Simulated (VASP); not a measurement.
Consider the following.

```
NiGe
1.0
    5.25157     0.00000     0.00000
    0.00000     3.47946     0.00000
    0.00000     0.00000     5.79629
Ni Ge
4 4
Direct
  0.50573   0.25000   0.69336
  0.00573   0.25000   0.80664
  0.49427   0.75000   0.30664
  0.99427   0.75000   0.19336
  0.69076   0.25000   0.08741
  0.19076   0.25000   0.41259
  0.30924   0.75000   0.91259
  0.80924   0.75000   0.58741
```

These are r2SCAN meta-GGA, VASP's PBE PAW potentials (set 64) (plane waves; VASP) values and carry that method's errors. Run with 400 eV cut-off, 7×10×6 Γ-centred mesh, tetrahedra with Blöchl corrections, potentials Ni Ge_d.

The cores are frozen, which limits the accuracy of field gradients.

Task: Give the principal components of the electric field gradient (V/Å²) and the asymmetry η at each nucleus.

Result: 
```json
[
 {"atom": "Ni1", "Vxx": "9.5", "Vyy": "7.6", "Vzz": "-17.2", "η": "0.11"},
 {"atom": "Ni2", "Vxx": "9.5", "Vyy": "7.6", "Vzz": "-17.2", "η": "0.11"},
 {"atom": "Ni3", "Vxx": "9.5", "Vyy": "7.6", "Vzz": "-17.2", "η": "0.11"},
 {"atom": "Ni4", "Vxx": "9.5", "Vyy": "7.6", "Vzz": "-17.2", "η": "0.11"},
 {"atom": "Ge5", "Vxx": "-54.7", "Vyy": "-7.4", "Vzz": "62.1", "η": "0.76"},
 {"atom": "Ge6", "Vxx": "-54.7", "Vyy": "-7.4", "Vzz": "62.1", "η": "0.76"},
 {"atom": "Ge7", "Vxx": "-54.7", "Vyy": "-7.4", "Vzz": "62.1", "η": "0.76"},
 {"atom": "Ge8", "Vxx": "-54.7", "Vyy": "-7.4", "Vzz": "62.1", "η": "0.76"}
]
```

The structure was generated: NiGe was put into the MnP type (Pnma), which need not be its known phase. It was relaxed first. The run is not spin-polarised, so no magnetic state was tried.
